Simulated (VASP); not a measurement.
Method: PBEsol GGA, VASP's PBE PAW potentials (set 64) (plane waves; VASP).

Input for VASP

File KPOINTS:
```
k-points along high-symmetry lines
15
Line-mode
Reciprocal
  0.000000   0.000000   0.000000 ! GAMMA
 -0.500000  -0.500000   0.000000 ! X

 -0.500000  -0.500000   0.000000 ! X
 -0.375000  -0.375000   0.250000 ! U

 -0.375000   0.000000   0.375000 ! K
  0.000000   0.000000   0.000000 ! GAMMA

  0.000000   0.000000   0.000000 ! GAMMA
 -0.000000  -0.000000   0.500000 ! L

 -0.000000  -0.000000   0.500000 ! L
 -0.500000  -0.250000   0.250000 ! W

 -0.500000  -0.250000   0.250000 ! W
 -0.500000  -0.500000   0.000000 ! X
```

### POSCAR
```
RuAl
1.0
  0.0000000000   2.7188318656   2.7188318656
  2.7188318656   0.0000000000   2.7188318656
  2.7188318656   2.7188318656   0.0000000000
Ru Al
1 1
Direct
  0.0000000000   0.0000000000   0.0000000000
  0.2500000000   0.2500000000   0.2500000000
```

**INCAR**
```
# general
SYSTEM   =  RuAl
PREC     =  Accurate
ENCUT    =  400
LREAL    =  .FALSE.
LASPH    =  .TRUE.   # aspherical one-centre terms
ICHARG   =  11   # fixed density

# electronic loop
EDIFF    =  1E-7
NELM     =  100   # most electronic steps
ALGO     =  Normal
LMAXMIX  =  4   # l cut-off of mixed one-centre charges

# smearing
ISMEAR   =  0   # Gaussian
SIGMA    =  0.05

# functional
GGA      =  PS

# output
LWAVE    =  .FALSE.
LCHARG   =  .FALSE.
LORBIT   =  11   # lm-projected
```

POTCAR, in this order: Ru_pv Al (PBE.64 set). Program: vasp_std. Read from the step before: CHGCAR.

Output

**OSZICAR**
```
       N       E                     dE             d eps       ncg     rms          rms(c)
DAV:   1     0.684448084020E+02    0.68445E+02   -0.84943E+03  2736   0.101E+03
DAV:   2    -0.100664662438E+02   -0.78511E+02   -0.74182E+02  2456   0.258E+02
DAV:   3    -0.115360520010E+02   -0.14696E+01   -0.14058E+01  2496   0.357E+01
DAV:   4    -0.115568707216E+02   -0.20819E-01   -0.20802E-01  2888   0.405E+00
DAV:   5    -0.115572160553E+02   -0.34533E-03   -0.34532E-03  2536   0.405E-01
DAV:   6    -0.115572315281E+02   -0.15473E-04   -0.15473E-04  3052   0.609E-02
DAV:   7    -0.115572315899E+02   -0.61817E-07   -0.60874E-07  2140   0.472E-03
   1 F= -.11557232E+02 E0= -.11555499E+02  d E =-.346511E-02
```

### OUTCAR
```
 val. band max:        5.2183267361   @ k =  -0.1429  -0.0714   0.4286

 cond. band min:       5.2411337327   @ k =  -0.4554  -0.4554   0.0893



 k-point     1 :       0.0000    0.0000    0.0000
  band No.  band energies     occupation
      1     -35.9378      2.00000
      2     -35.9378      2.00000
      3     -35.9378      2.00000
      4      -1.6702      2.00000
      5       3.3508      2.00000
      6       3.3508      2.00000
      7       3.3508      2.00000
      8       4.6915      2.00000
      9       4.6915      2.00000
     10      13.8575      0.00000
     11      13.8575      0.00000
     12      13.8575      0.00000

 k-point     2 :      -0.0357   -0.0357    0.0000
  band No.  band energies     occupation
      1     -35.9381      2.00000
      2     -35.9379      2.00000
      3     -35.9379      2.00000
      4      -1.6434      2.00000
      5       3.3376      2.00000
      6       3.3617      2.00000
      7       3.3617      2.00000
      8       4.6757      2.00000
      9       4.6988      2.00000
     10      13.7005      0.00000
     11      13.7005      0.00000
     12      13.7821      0.00000

 k-point     3 :      -0.0714   -0.0714    0.0000
  band No.  band energies     occupation
      1     -35.9391      2.00000
      2     -35.9383      2.00000
      3     -35.9383      2.00000
      4      -1.5635      2.00000
      5       3.2991      2.00000
      6       3.3943      2.00000
      7       3.3943      2.00000
      8       4.6291      2.00000
      9       4.7201      2.00000
     10      13.3188      0.00000
     11      13.3188      0.00000
     12      13.6074      0.00000

 k-point     4 :      -0.1071   -0.1071    0.0000
  band No.  band energies     occupation
      1     -35.9404      2.00000
      2     -35.9388      2.00000
      3     -35.9388      2.00000
      4      -1.4315      2.00000
      5       3.2376      2.00000
      6       3.4487      2.00000
      7       3.4487      2.00000
...
```

The density is held fixed in this step, so its total energy and stress have no physical meaning.

The structure was generated: RuAl was put into the zinc blende type (F-43m), which need not be its known phase. It was relaxed first, which changed the volume by -31 %. The electron count is odd and the run is not spin-polarised, which forces a metal.
